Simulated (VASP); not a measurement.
Output of a VASP run:

### OSZICAR
```
       N       E                     dE             d eps       ncg     rms          rms(c)
DAV:   1     0.246119651448E+03    0.24612E+03   -0.11419E+04  2864   0.155E+03
DAV:   2     0.886079456844E+01   -0.23726E+03   -0.23405E+03  3272   0.328E+02
DAV:   3    -0.324865125004E+02   -0.41347E+02   -0.40657E+02  4472   0.136E+02
DAV:   4    -0.388416617454E+02   -0.63551E+01   -0.59358E+01  5264   0.465E+01
DAV:   5    -0.393374054095E+02   -0.49574E+00   -0.47578E+00  4472   0.113E+01    0.268E+01
DAV:   6    -0.597158077270E+02   -0.20378E+02   -0.45500E+02  4824   0.283E+02    0.517E+01
DAV:   7    -0.379553521284E+02    0.21760E+02   -0.74637E+01  4288   0.149E+02    0.164E+01
DAV:   8    -0.345264317456E+02    0.34289E+01   -0.22180E+01  5216   0.580E+01    0.464E+00
DAV:   9    -0.345587568712E+02   -0.32325E-01   -0.39690E+00  4608   0.134E+01    0.137E+00
DAV:  10    -0.345675044072E+02   -0.87475E-02   -0.32365E-01  5464   0.433E+00    0.561E-01
DAV:  11    -0.345660997018E+02    0.14047E-02   -0.19892E-02  4384   0.144E+00    0.339E-01
DAV:  12    -0.345654112818E+02    0.68842E-03   -0.55583E-03  4576   0.898E-01    0.118E-01
DAV:  13    -0.345654492252E+02   -0.37943E-04   -0.80109E-04  4896   0.277E-01    0.862E-02
DAV:  14    -0.345654224902E+02    0.26735E-04   -0.10705E-04  4168   0.120E-01    0.361E-02
DAV:  15    -0.345654142590E+02    0.82312E-05   -0.80286E-05  5200   0.664E-02    0.191E-02
DAV:  16    -0.345654129465E+02    0.13125E-05   -0.76932E-06  4208   0.237E-02    0.927E-03
DAV:  17    -0.345654126380E+02    0.30846E-06   -0.77999E-07  2688   0.121E-02
   1 F= -.34565413E+02 E0= -.34530336E+02  d E =-.701527E-01
```

### OUTCAR
```
------------------------ aborting loop because EDIFF is reached ----------------------------------------
  FORCE on cell =-STRESS in cart. coord.  units (eV):
  Direction    XX          YY          ZZ          XY          YZ          ZX
  --------------------------------------------------------------------------------------
  Total       -1.8942576     -1.8942576     -1.4850706      0.0000000      0.0000000     -0.0000000
  in kB      -39.4308696    -39.4308696    -30.9132333      0.0000000      0.0000000     -0.0000000
  external PRESSURE =     -36.5916575 kB  Pullay stress =       0.0000000 kB
  volume of cell :       76.97
      direct lattice vectors                 reciprocal lattice vectors
    -1.998540000  1.998540000  4.817565000     0.000000000  0.250182633  0.103786872
     1.998540000 -1.998540000  4.817565000     0.250182633  0.000000000  0.103786872
     1.998540000  1.998540000 -4.817565000     0.250182633  0.250182633  0.000000000
 POSITION                                       TOTAL-FORCE (eV/Angst)
 -----------------------------------------------------------------------------------
      0.00000      0.00000      0.00000        -0.000000     -0.000000      0.000000
      1.99854      0.00000      2.40878        -0.000000     -0.000000      0.000000
      0.00000      1.99854      2.40878        -0.000000     -0.000000      0.000000
      0.00000      0.00000      6.11195         0.000000      0.000000     -0.121597
      0.00000      0.00000      3.52318        -0.000000     -0.000000      0.121597
 -----------------------------------------------------------------------------------
    total drift:                                0.000000     -0.000000      0.000000
  FREE ENERGIE OF THE ION-ELECTRON SYSTEM (eV)
  ---------------------------------------------------
  free  energy   TOTEN  =       -34.5654126380 eV

  energy  without entropy=      -34.4952599687  energy(sigma->0) =      -34.53033630
```
(Selected blocks of OUTCAR.)

File POSCAR:
```
La(NiP)2
1
   -1.9985400000     1.9985400000     4.8175650000
    1.9985400000    -1.9985400000     4.8175650000
    1.9985400000     1.9985400000    -4.8175650000
La Ni P
1 2 2
Direct
  0.0000000000   0.0000000000   0.0000000000
  0.2500000000   0.7500000000   0.5000000000
  0.7500000000   0.2500000000   0.5000000000
  0.6343400000   0.6343400000   0.0000000000
  0.3656600000   0.3656600000   0.0000000000
```

### Question
Write an INCAR and KPOINTS that could have produced this output.

### Answer
One answer among several that fit: the input of the run itself, PBEsol GGA, plane waves, VASP's PBE PAW potentials (set 64).

**INCAR**
```
# general
SYSTEM =La(NiP)2
PREC   =Accurate
ENCUT  =300
LREAL  =.FALSE.
LASPH  =.TRUE.   # aspherical one-centre terms

# electronic loop
EDIFF  =1E-6   # SCF stop (eV)
NELM   =100
ALGO   =Normal   # blocked Davidson
LMAXMIX=6   # l cut-off of mixed one-centre charges

# smearing
ISMEAR =-1   # Fermi-Dirac
SIGMA  =0.1   # width (eV)

# functional
GGA    =PS

# ions
ISIF   =2

# output
LWAVE  =.FALSE.
LCHARG =.FALSE.
```

KPOINTS:
```
Automatic mesh
0
Gamma
8 8 8
0 0 0
```

POTCAR, in this order: La Ni P (PBE.64 set). Program: vasp_std.

At this cut-off the stress carries a Pulay error, which pulls relaxed volumes low.

The structure comes from a computed database's LaNi2P2 entry (I4/mmm); how it stands against other phases isn't given here. The cell was not relaxed at this level. The run is not spin-polarised, so no magnetic state was tried. The electron count is odd and the run is not spin-polarised, which forces a metal.
